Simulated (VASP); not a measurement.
Calculation: PBEsol GGA, VASP's PBE PAW potentials (set 64) (plane waves; VASP).

Input for VASP

### POSCAR
```
Be3MgTe4
1
    0.0000000000     2.8837547063     2.8837547063
    2.8837547063    -0.0000000000     2.8837547063
   11.7375323926    11.7375323926    -0.2025135674
Mg Te Be
1 4 3
Direct
  0.0072209247   0.0072209247   0.9945843064
  0.2154381764   0.2154381764   0.0884213677
  0.2379481043   0.2379481043   0.3215389218
  0.2583795248   0.2583795248   0.5562153564
  0.2791039569   0.2791039569   0.7906720323
  0.9793859250   0.9793859250   0.2654605563
  0.0008983470   0.0008983470   0.4993262398
  0.0216250409   0.0216250409   0.7337812193
```

KPOINTS:
```
k-points along high-symmetry lines
12
Line-mode
Reciprocal
  0.000000   0.000000   0.000000 ! GAMMA
  0.000000   0.000000  -0.500000 ! T

  0.000000   0.000000  -0.500000 ! T
 -0.328125   0.328125  -0.500000 ! H_2

 -0.343750   0.328125  -0.187500 ! H_0
  0.000000   0.500000   0.500000 ! L

  0.000000   0.500000   0.500000 ! L
  0.000000   0.000000   0.000000 ! GAMMA

  0.000000   0.000000   0.000000 ! GAMMA
 -0.335938   0.335938   0.000000 ! S_0

 -0.335937   0.328125  -0.343750 ! S_2
 -0.500000   0.000000  -1.000000 ! F

 -0.500000   0.000000  -1.000000 ! F
  0.000000   0.000000   0.000000 ! GAMMA
```

INCAR:
```
LMAXMIX=4
ISMEAR=0   # Gaussian
SYSTEM=Be3MgTe4
PREC=Accurate
LORBIT=11   # lm-projected
LWAVE=.False.
SIGMA=0.05   # width (eV)
NELM=100   # most electronic steps
LREAL=.False.   # projection in real space or not
ALGO=Normal
ENCUT=400
ICHARG=11
LASPH=.True.
EDIFF=1E-7
LCHARG=.False.
GGA=PS   # PBEsol
```

POTCAR, in this order: Mg Te Be (PBE.64 set). Program: vasp_std. Read from the step before: CHGCAR.

Output

OSZICAR:
```
       N       E                     dE             d eps       ncg     rms          rms(c)
DAV:   1     0.118704671130E+03    0.11870E+03   -0.10002E+04  3528   0.974E+02
DAV:   2    -0.153859714947E+02   -0.13409E+03   -0.12788E+03  4847   0.163E+02
DAV:   3    -0.257912847971E+02   -0.10405E+02   -0.10220E+02  4569   0.518E+01
DAV:   4    -0.260560727538E+02   -0.26479E+00   -0.26415E+00  4821   0.944E+00
DAV:   5    -0.260621683840E+02   -0.60956E-02   -0.60934E-02  4434   0.146E+00
DAV:   6    -0.260623635804E+02   -0.19520E-03   -0.19518E-03  4928   0.228E-01
DAV:   7    -0.260623704564E+02   -0.68760E-05   -0.68759E-05  4417   0.362E-02
DAV:   8    -0.260623708145E+02   -0.35803E-06   -0.35803E-06  3847   0.677E-03
DAV:   9    -0.260623708312E+02   -0.16732E-07   -0.16724E-07  3164   0.155E-03
   1 F= -.26062371E+02 E0= -.26062371E+02  d E =-.122910E-13
```

### OUTCAR
```
 val. band max:        4.5849854714   @ k =   0.0000   0.0000   0.0000

 cond. band min:       6.1143159568   @ k =  -0.5000   0.0000  -1.0000



 k-point     1 :       0.0000    0.0000    0.0000
  band No.  band energies     occupation
      1      -7.7242      2.00000
      2      -7.2862      2.00000
      3      -6.9130      2.00000
      4      -6.3683      2.00000
      5      -0.8855      2.00000
      6       0.8310      2.00000
      7       1.2839      2.00000
      8       3.1189      2.00000
      9       3.1189      2.00000
     10       3.4630      2.00000
     11       3.4630      2.00000
     12       3.8815      2.00000
     13       3.8815      2.00000
     14       4.0595      2.00000
     15       4.5850      2.00000
     16       4.5850      2.00000
     17       6.9650      0.00000
     18       7.0724      0.00000
     19       7.2816      0.00000
     20       7.6329      0.00000
     21       7.9984      0.00000

 k-point     2 :       0.0000    0.0000   -0.0455
  band No.  band energies     occupation
      1      -7.7238      2.00000
      2      -7.2883      2.00000
      3      -6.9101      2.00000
      4      -6.3697      2.00000
      5      -0.8811      2.00000
      6       0.7894      2.00000
      7       1.3290      2.00000
      8       3.1190      2.00000
      9       3.1190      2.00000
     10       3.4625      2.00000
     11       3.4625      2.00000
     12       3.8822      2.00000
     13       3.8822      2.00000
     14       4.0458      2.00000
     15       4.5846      2.00000
     16       4.5846      2.00000
     17       6.9692      0.00000
     18       7.0773      0.00000
     19       7.2824      0.00000
     20       7.6354      0.00000
     21       7.9997      0.00000

 k-point     3 :       0.0000    0.0000   -0.0909
  band No.  band energies     occupation
      1      -7.7226      2.00000
      2      -7.2943      2.00000
      3      -6.9018      2.00000
      4      -6.3736      2.00000
...
```

The density is held fixed in this step, so its total energy and stress have no physical meaning. Unless said otherwise, spin-orbit coupling is left out, though it shifts the bands of the heavy elements here.

The structure was generated: Be3MgTe4 was put into an ordered model structure (R3m), which need not be its known phase. It was relaxed first.
